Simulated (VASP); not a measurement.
A run of VASP 6.6.1:

POSCAR

```
TiZn
1.0
    3.1237475700      0.0000000000      0.0000000000
    0.0000000000      3.1237475700      0.0000000000
    0.0000000000      0.0000000000      3.1237475700
Ti Zn
1 1
Direct
    0.5000000000      0.5000000000      0.5000000000
    0.0000000000      0.0000000000      0.0000000000
```

The input INCAR.step1:

```
ALGO = Normal
EDIFF = 1E-4
ENCUT = 520
GGA = PE
ISMEAR = 0
LASPH = True
LCHARG = False
LREAL = False
LWAVE = True
NBANDS = 19
NELM = 100
PREC = Accurate
SIGMA = 0.15
```

The input INCAR.step2:

```
ALGO = Normal
EDIFF = 1E-7
ENCUT = 520
ISIF = 2
ISMEAR = 0
ISTART = 1
LASPH = True
LCHARG = False
LMIXTAU = True
LREAL = False
LWAVE = False
METAGGA = R2SCAN
NBANDS = 19
NELM = 100
PREC = Accurate
SIGMA = 0.15
```

File KPOINTS:

```
k-points
0
Gamma
  16 16 16
```

Potentials or basis: VASP PAW PBE potentials, release 64 (Ti_sv, Zn).

The run is started by

```console
$ cat potpaw_PBE.64/Ti_sv/POTCAR potpaw_PBE.64/Zn/POTCAR > POTCAR
$ cp INCAR.step1 INCAR
$ mpirun -np 1 vasp_std > vasp.out
$ cp INCAR.step2 INCAR
$ mpirun -np 1 vasp_std > vasp.out
```

Hardware: 1 thread of Intel(R) Xeon(R) Platinum 8259CL CPU @ 2.50GHz (Skylake/Cascade Lake), with other jobs on the host.

**Question.** How long does it take, and how much memory?

**Answer.** Wall time 2.9 min on 1 thread of Intel(R) Xeon(R) Platinum 8259CL CPU @ 2.50GHz (Skylake/Cascade Lake) (shared host), peak memory 0.22 GiB. Counts: scf iterations 13, k points 165.
